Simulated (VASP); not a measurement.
KCaHfSbO6, 10 atoms in the cell. Symmetry: F-43m, No. 216, cubic system. The conventional cell has a = 8.124 Å, b = 8.124 Å, c = 8.124 Å, α = 90.00°, β = 90.00°, γ = 90.00°. K (site symmetry -43m) is surrounded by 12 O at 2.87 Å. Around Ca (site symmetry -43m) lie 12 O at 2.87 Å. Around Hf (site symmetry -43m) lie 6 O at 2.07 Å. Sb (site symmetry -43m) is surrounded by 6 O at 1.99 Å. O (site symmetry 2mm) is surrounded by 1 Sb at 1.99 Å and 1 Hf at 2.07 Å. The cell comes from a database or a generator and needn't be the stable form of this composition.

```yaml
Program: VASP 6.6.1
Task: single point
Functional: PBE
Potentials_or_basis: VASP PAW PBE potentials, release 64 (K_sv, Ca_sv, Hf_pv, Sb, O)
Cutoff: 520 eV
k_mesh: 6 × 6 × 6
Occupations: gaussian, width 0.05 eV
Spin: no spin polarisation
Dipole_correction: no
Further_INCAR_settings: ALGO = Normal; EDIFF = 1e-06; NBANDS = 46
```

Potentials or basis: VASP PAW PBE potentials, release 64 (K_sv, Ca_sv, Hf_pv, Sb, O).

The run is started by

```bash
$ cat potpaw_PBE.64/K_sv/POTCAR potpaw_PBE.64/Ca_sv/POTCAR potpaw_PBE.64/Hf_pv/POTCAR potpaw_PBE.64/Sb/POTCAR potpaw_PBE.64/O/POTCAR > POTCAR
$ mpirun -np 1 vasp_std > vasp.out
```

Hardware: 1 thread of Intel(R) Xeon(R) 6975P-C (Granite Rapids), with other jobs on the host.

**Question.** Estimate the wall time of this run.

**Answer.** Run time: 62 s on 1 thread of Intel(R) Xeon(R) 6975P-C (Granite Rapids) (shared host), peak memory 0.39 GiB. Counts: scf iterations 15, k points 16.
